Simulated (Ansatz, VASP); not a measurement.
## Cross-check of TaN between VASP and Ansatz

One calculation is typed for both programs; each brings its own data sets. How far apart do they land? The cell is taken from a series of runs on this material, whose earlier steps may have relaxed, scaled, displaced or heated it; both programs get it as it stands.

Method: plane waves, with VASP 6.6.1 beside it; zone-centre phonons at LDA, in Ansatz 0.2.0.

## 1. Starting point

It takes space group P-6m2 (No. 187, hexagonal). The conventional cell has a = 2.886 Å, b = 2.886 Å, c = 2.835 Å, α = 90.00°, β = 90.00°, γ = 120.00°. N has 6 Ta at 2.19 Å nearest. Ta has 6 N at 2.19 Å nearest. Farther neighbours and most contacts between anions are not listed.

## 2. VASP: zone-centre phonons, LDA

Second derivatives magnify differences that forces hide, and they need a tight electronic threshold.

Lines of VASP's logs that name or quote its potential files are left out, and so is its time.

The input, INCAR:

```
SYSTEM = TaN
PREC = Accurate
ENCUT = 600
EDIFF = 1E-08
NELM = 120
ISMEAR = 1
SIGMA = 0.2
LREAL = .FALSE.
ALGO = Normal
GGA = PW92
NBANDS = 14
LASPH = .TRUE.
LORBIT = 11
LWAVE = .FALSE.
LCHARG = .FALSE.
ISIF = 2
IBRION = 8
GGA_COMPAT = .FALSE.
KPAR = 2
```

The input, POSCAR:

```
TaN
1.0
    2.8856709582      0.0000000000      0.0000000000
   -1.4428354791      2.4990643568      0.0000000000
    0.0000000000      0.0000000000      2.8351670922
N Ta
1 1
Direct
    0.6666666667      0.3333333333      0.0000000000
    0.0000000000      1.0000000000      0.5000000000
```

The input, KPOINTS:

```
Automatic mesh
0
Gamma
18 18 16
0 0 0
```

The projector-augmented-wave data sets are N and Ta_pv (LDA family, release 64).

Run with:

```sh
> mpirun -np 2 vasp_std
```

Numbers of over 12 decimals in the logs are rounded to 6 here.

Output:

```text
[banner, memory and clock lines left out]
running    2 mpi-ranks, on    1 nodes
 distrk:  each k-point on    1 cores,    2 groups
 distr:  one band on    1 cores,    1 groups

 POSCAR found type information on POSCAR N Ta
 POSCAR found :  2 types and       2 ions
|                                                                             |
|               ----> ADVICE to this user running VASP <----                  |
|                                                                             |
|     You enforced a specific xc type in the INCAR file but a different       |
|     [... a line on the potential file left out ...]
|     I HOPE YOU KNOW WHAT YOU ARE DOING!                                     |
|                                                                             |

 LDA part: xc-table for (Slater(with rela. corr.)+PW92), standard interpolation
 POSCAR, INCAR and KPOINTS ok, starting setup
 FFT: planning ... GRIDC
 FFT: planning ... GRID_SOFT
 FFT: planning ... GRID
 WAVECAR not read
 entering main loop
       N       E                     dE             d eps       ncg     rms          rms(c)
DAV:   1     0.101963767193E+03    0.10196E+03   -0.98605E+03  9324   0.134E+03
DAV:   2    -0.238910771203E+02   -0.12585E+03   -0.11921E+03 11286   0.338E+02
DAV:   3    -0.272248574839E+02   -0.33338E+01   -0.33142E+01 10698   0.516E+01
DAV:   4    -0.272401619767E+02   -0.15304E-01   -0.15302E-01 11262   0.383E+00
DAV:   5    -0.272402618609E+02   -0.99884E-04   -0.99883E-04 11076   0.293E-01    0.259E+01
DAV:   6    -0.248448587432E+02    0.23954E+01   -0.45268E+00 10296   0.252E+01    0.111E+01
DAV:   7    -0.247459094706E+02    0.98949E-01   -0.39699E-01 12444   0.576E+00    0.753E+00
DAV:   8    -0.247134879784E+02    0.32421E-01   -0.14053E-01 12204   0.322E+00    0.142E+00
DAV:   9    -0.247081681642E+02    0.53198E-02   -0.11248E-02 10236   0.891E-01    0.166E-01
DAV:  10    -0.247079956660E+02    0.17250E-03   -0.72237E-04 11772   0.313E-01    0.113E-01
DAV:  11    -0.247079633371E+02    0.32329E-04   -0.60300E-05 10536   0.730E-02    0.149E-02
DAV:  12    -0.247079634649E+02   -0.12783E-06   -0.31075E-06 11724   0.167E-02    0.307E-03
DAV:  13    -0.247079634317E+02    0.33142E-07   -0.15700E-07 11118   0.340E-03    0.160E-03
DAV:  14    -0.247079634249E+02    0.68223E-08   -0.18193E-08 10712   0.131E-03
   1 F= -.24707963E+02 E0= -.24708272E+02  d E =0.925298E-03
 Linear response reoptimize wavefunctions to high precision
DAV:   1    -0.247079634247E+02    0.20327E-09   -0.45972E-10  7854   0.221E-04
DAV:   2    -0.247079634247E+02    0.90949E-12   -0.25974E-11  6504   0.564E-05
 Linear response DOF=           4
 Linear response progress:
  Degree of freedom:   1/  4
       N       E                     dE             d eps       ncg     rms          rms(c)
RMM:   1    -0.230740875118E+00   -0.23074E+00    0.11152E-01 93054   0.289E+00
RMM:   2    -0.224594496600E+00    0.61464E-02   -0.37037E-03 70401   0.484E-01    0.192E-01
RMM:   3    -0.225466636969E+00   -0.87214E-03   -0.71086E-04 67343   0.177E-01    0.105E-01
RMM:   4    -0.226764640544E+00   -0.12980E-02   -0.37883E-04 67920   0.123E-01    0.279E-02
RMM:   5    -0.226834837631E+00   -0.70197E-04   -0.13207E-05 76137   0.260E-02    0.269E-03
RMM:   6    -0.226839238858E+00   -0.44012E-05   -0.17294E-06 75356   0.557E-03    0.683E-04
RMM:   7    -0.226831739837E+00    0.74990E-05   -0.35326E-07 78224   0.163E-03    0.309E-04
RMM:   8    -0.226833309305E+00   -0.15695E-05   -0.16421E-07 77764   0.484E-04    0.903E-05
RMM:   9    -0.226832686911E+00    0.62239E-06   -0.11981E-07 75832   0.178E-04    0.163E-05
RMM:  10    -0.226832611081E+00    0.75831E-07   -0.12689E-08 82743   0.613E-05    0.726E-06
RMM:  11    -0.226832673971E+00   -0.62890E-07   -0.15244E-08 78153   0.279E-05    0.239E-06
RMM:  12    -0.226832694090E+00   -0.20119E-07    0.96999E-09 74002   0.182E-05    0.700E-07
RMM:  13    -0.226832689295E+00    0.47956E-08    0.13014E-08 48392   0.151E-05    0.177E-07
 first order change of Fermi-energy   0.14978E-04
 force on displaced ion       1 direction 1 : -15.220   0.001   0.000
 Linear response progress:
  Degree of freedom:   2/  4
       N       E                     dE             d eps       ncg     rms          rms(c)
RMM:   1    -0.234877293896E+00   -0.23488E+00    0.15577E-01 31614   0.300E+00
RMM:   2    -0.229685317126E+00    0.51920E-02   -0.42430E-03 25193   0.506E-01    0.164E-01
RMM:   3    -0.230490233165E+00   -0.80492E-03   -0.10306E-03 24012   0.201E-01    0.831E-02
RMM:   4    -0.231818194015E+00   -0.13280E-02   -0.44835E-04 24434   0.134E-01    0.225E-02
RMM:   5    -0.231956966693E+00   -0.13877E-03   -0.69445E-06 26123   0.341E-02    0.419E-03
RMM:   6    -0.231964255137E+00   -0.72884E-05    0.14049E-06 26427   0.820E-03    0.920E-04
RMM:   7    -0.231955764875E+00    0.84903E-05    0.34351E-07 25680   0.219E-03    0.294E-04
RMM:   8    -0.231957764118E+00   -0.19992E-05    0.11665E-07 27390   0.682E-04    0.922E-05
RMM:   9    -0.231958258635E+00   -0.49452E-06    0.24615E-08 26783   0.217E-04    0.197E-05
RMM:  10    -0.231958058784E+00    0.19985E-06   -0.37166E-09 28187   0.765E-05    0.508E-06
RMM:  11    -0.231958105553E+00   -0.46769E-07   -0.23945E-09 26908   0.326E-05    0.903E-07
RMM:  12    -0.231958115499E+00   -0.99463E-08   -0.19476E-08 26561   0.205E-05    0.390E-07
 first order change of Fermi-energy   0.39412E-04
 force on displaced ion       1 direction 3 :  -0.000  -0.000 -17.020
 Linear response progress:
  Degree of freedom:   3/  4
       N       E                     dE             d eps       ncg     rms          rms(c)
RMM:   1    -0.129888158459E+00   -0.12989E+00    0.11525E+01 42146   0.245E+01
RMM:   2    -0.158779259593E+00   -0.28891E-01   -0.25859E-02 63742   0.147E+00    0.188E-01
RMM:   3    -0.157528930740E+00    0.12503E-02   -0.28985E-03 73894   0.354E-01    0.105E-01
RMM:   4    -0.156733001278E+00    0.79593E-03   -0.40154E-04 82313   0.121E-01    0.410E-02
RMM:   5    -0.156435319023E+00    0.29768E-03   -0.66047E-05 82145   0.323E-02    0.712E-03
RMM:   6    -0.156438415721E+00   -0.30967E-05    0.13642E-07 76696   0.127E-02    0.129E-03
RMM:   7    -0.156438347556E+00    0.68165E-07   -0.52083E-07 84396   0.393E-03    0.387E-04
RMM:   8    -0.156441117726E+00   -0.27702E-05    0.63968E-07 91340   0.147E-03    0.156E-04
RMM:   9    -0.156442130023E+00   -0.10123E-05    0.10247E-08 79098   0.601E-04    0.384E-05
RMM:  10    -0.156442496930E+00   -0.36691E-06    0.32127E-07 85622   0.283E-04    0.163E-05
RMM:  11    -0.156442603673E+00   -0.10674E-06    0.11818E-07 89543   0.123E-04    0.376E-06
RMM:  12    -0.156442595089E+00    0.85838E-08    0.14874E-07 85279   0.676E-05    0.230E-06
RMM:  13    -0.156442623052E+00   -0.27962E-07    0.75137E-08 82373   0.409E-05    0.171E-06
RMM:  14    -0.156442664391E+00   -0.41339E-07    0.81343E-08 77828   0.297E-05    0.186E-06
RMM:  15    -0.156442648054E+00    0.16337E-07    0.43094E-08 69916   0.200E-05    0.643E-07
RMM:  16    -0.156442657579E+00   -0.95253E-08    0.43455E-08 59141   0.140E-05    0.187E-07
 first order change of Fermi-energy  -0.42642E-04
 force on displaced ion       2 direction 1 : -15.216   0.001   0.000
 Linear response progress:
  Degree of freedom:   4/  4
       N       E                     dE             d eps       ncg     rms          rms(c)
RMM:   1    -0.148973422066E+00   -0.14897E+00    0.10032E+01 14978   0.238E+01
RMM:   2    -0.177658726161E+00   -0.28685E-01   -0.27910E-02 21895   0.148E+00    0.140E-01
RMM:   3    -0.177101924691E+00    0.55680E-03   -0.21887E-03 25913   0.311E-01    0.746E-02
RMM:   4    -0.176681393091E+00    0.42053E-03   -0.18966E-04 27276   0.971E-02    0.232E-02
RMM:   5    -0.176568445473E+00    0.11295E-03   -0.24914E-05 28391   0.274E-02    0.671E-03
RMM:   6    -0.176546985236E+00    0.21460E-04   -0.52382E-06 26576   0.103E-02    0.672E-04
RMM:   7    -0.176549076807E+00   -0.20916E-05   -0.35801E-06 29250   0.309E-03    0.328E-04
RMM:   8    -0.176552224867E+00   -0.31481E-05   -0.16276E-06 28795   0.122E-03    0.558E-05
RMM:   9    -0.176552733958E+00   -0.50909E-06   -0.10495E-06 29502   0.463E-04    0.294E-05
RMM:  10    -0.176553145878E+00   -0.41192E-06   -0.51742E-07 27444   0.260E-04    0.942E-06
RMM:  11    -0.176553163823E+00   -0.17946E-07   -0.31760E-07 29729   0.128E-04    0.346E-06
RMM:  12    -0.176553199990E+00   -0.36167E-07   -0.15637E-07 29747   0.751E-05    0.317E-06
RMM:  13    -0.176553178953E+00    0.21037E-07   -0.10721E-07 26316   0.452E-05    0.580E-06
RMM:  14    -0.176553209353E+00   -0.30400E-07   -0.53725E-08 25361   0.311E-05    0.450E-06
RMM:  15    -0.176553248775E+00   -0.39422E-07   -0.37232E-08 27243   0.244E-05    0.224E-06
RMM:  16    -0.176553264227E+00   -0.15452E-07   -0.20336E-08 27470   0.166E-05    0.153E-06
RMM:  17    -0.176553274685E+00   -0.10458E-07   -0.13003E-08 24257   0.127E-05    0.104E-06
RMM:  18    -0.176553291561E+00   -0.16876E-07   -0.74796E-09 25918   0.118E-05    0.112E-07
RMM:  19    -0.176553297719E+00   -0.61580E-08   -0.46983E-09 20483   0.953E-06    0.233E-07
 first order change of Fermi-energy  -0.10320E-02
 force on displaced ion       2 direction 3 :  -0.000   0.000 -17.012
 Linear response finished
```

From OUTCAR (step 2):

```text
ion  position               nearest neighbor table
   1  0.667  0.333  0.000-   2 2.19   2 2.19   2 2.19   2 2.19   2 2.19   2 2.19
   2  0.000  0.000  0.500-   1 2.19   1 2.19   1 2.19   1 2.19   1 2.19   1 2.19

  LATTYP: Found a hexagonal cell.
 ALAT       =     2.8856709582
 C/A-ratio  =     0.9824983975

 Subroutine GETGRP returns: Found 12 space group operations
 (whereof 12 operations were pure point group operations)

The static configuration has the point symmetry D_3h.

 Found    333 irreducible k-points:

   k-points           NKPTS =    333   k-points in BZ     NKDIM =    333   number of bands    NBANDS=     14

   dimension x,y,z NGX =    24 NGY =   24 NGZ =   24
   dimension x,y,z NGXF=    48 NGYF=   48 NGZF=   48

   ENCUT  =  600.0 eV  44.10 Ry    6.64 a.u.   5.76  5.76  5.66*2*pi/ulx,y,z

   NELECT =      16.0000    total number of electrons

 k-points in reciprocal lattice and weights: Automatic mesh
   0.00000000  0.00000000  0.00000000       0.000
   0.05555556  0.00000000  0.00000000       0.001
   0.11111111  0.00000000  0.00000000       0.001
   0.16666667  0.00000000  0.00000000       0.001
   0.22222222 -0.00000000  0.00000000       0.001
   0.27777778 -0.00000000  0.00000000       0.001
   0.33333333 -0.00000000  0.00000000       0.001
   0.38888889  0.00000000  0.00000000       0.001
   0.44444444 -0.00000000  0.00000000       0.001
[...]
0.33333333  0.27777778  0.50000000       0.002
   0.33333333  0.33333333  0.50000000       0.000

 average (electrostatic) potential at core
       1 -60.8757       2 -34.7295

  Total        1.2359609      1.2359609      1.2603741      0.0000000      0.0000000      0.0000000
  in kB       96.8528521     96.8528521     98.7659233      0.0000000      0.0000000      0.0000000
  external PRESSURE =      97.4905425 kB  Pullay stress =       0.0000000 kB

  energy-cutoff  :      600.00
  volume of cell :       20.45
      direct lattice vectors                 reciprocal lattice vectors
     2.885670958  0.000000000  0.000000000     0.346539857  0.200074879  0.000000000
    -1.442835479  2.499064357  0.000000000     0.000000000  0.400149759  0.000000000
     0.000000000  0.000000000  2.835167092     0.000000000  0.000000000  0.352712898

 POSITION                                       TOTAL-FORCE (eV/Angst)
 -----------------------------------------------------------------------------------
      1.44284      0.83302      0.00000         0.000000      0.000000      0.000000
      0.00000      0.00000      1.41758        -0.000000     -0.000000      0.000000
 -----------------------------------------------------------------------------------
    total drift:                               -0.000000      0.000000      0.000000

 Eigenvectors and eigenvalues of the dynamical matrix
 ----------------------------------------------------

   1 f  =   17.890600 THz   112.409954 2PiTHz  596.766175 cm-1    73.989543 meV
             X         Y         Z           dx          dy          dz
      1.442835  0.833021  0.000000     0.000000    0.000000    0.963437
      0.000000  0.000000  1.417584    -0.000000    0.000000   -0.267934

   2 f  =   16.918369 THz   106.301248 2PiTHz  564.336045 cm-1    69.968721 meV
             X         Y         Z           dx          dy          dz
      1.442835  0.833021  0.000000    -0.000000    0.963431    0.000000
      0.000000  0.000000  1.417584     0.000000   -0.267955    0.000000

   3 f  =   16.918369 THz   106.301248 2PiTHz  564.336045 cm-1    69.968721 meV
             X         Y         Z           dx          dy          dz
      1.442835  0.833021  0.000000     0.963431    0.000000   -0.000000
      0.000000  0.000000  1.417584    -0.267955   -0.000000    0.000000

   4 f/i=    0.000616 THz     0.003873 2PiTHz    0.020561 cm-1     0.002549 meV
             X         Y         Z           dx          dy          dz
      1.442835  0.833021  0.000000     0.267955   -0.000000    0.000000
      0.000000  0.000000  1.417584     0.963431    0.000000    0.000000

   5 f/i=    0.000616 THz     0.003873 2PiTHz    0.020561 cm-1     0.002549 meV
             X         Y         Z           dx          dy          dz
      1.442835  0.833021  0.000000     0.000000    0.267955    0.000000
      0.000000  0.000000  1.417584     0.000000    0.963431    0.000000

   6 f/i=    0.001043 THz     0.006555 2PiTHz    0.034799 cm-1     0.004314 meV
             X         Y         Z           dx          dy          dz
      1.442835  0.833021  0.000000    -0.000000    0.000000   -0.267934
      0.000000  0.000000  1.417584     0.000000    0.000000   -0.963437

 ELASTIC MODULI CONTR FROM IONIC RELAXATION (kBar)
 Direction    XX          YY          ZZ          XY          YZ          ZX
 --------------------------------------------------------------------------------
 XX         -44.3581     44.3581      0.0000     -0.0000      0.0000      0.0000
 YY          44.3581    -44.3581      0.0000     -0.0000      0.0000      0.0000
 ZZ           0.0000      0.0000      0.0000      0.0000      0.0000      0.0000
 XY          -0.0000     -0.0000      0.0000    -44.3581      0.0000      0.0000
 YZ           0.0000      0.0000      0.0000      0.0000      0.0000      0.0000
 ZX           0.0000      0.0000      0.0000      0.0000      0.0000      0.0000
 --------------------------------------------------------------------------------
```

[end of part 1 of 2]

[Lines on the potential files, build, host, timing and source positions are cut from VASP's logs without a mark.]

[Logs are printed without paths, hosts, clocks, repeated set-up lines and the standing remarks that a program may print on its own settings, such as how far it seeks lower states.]

[Hosts, paths, dates, database ids (printed as entryN), source tags and the programs' standing remarks are cut or masked in the printed files.]
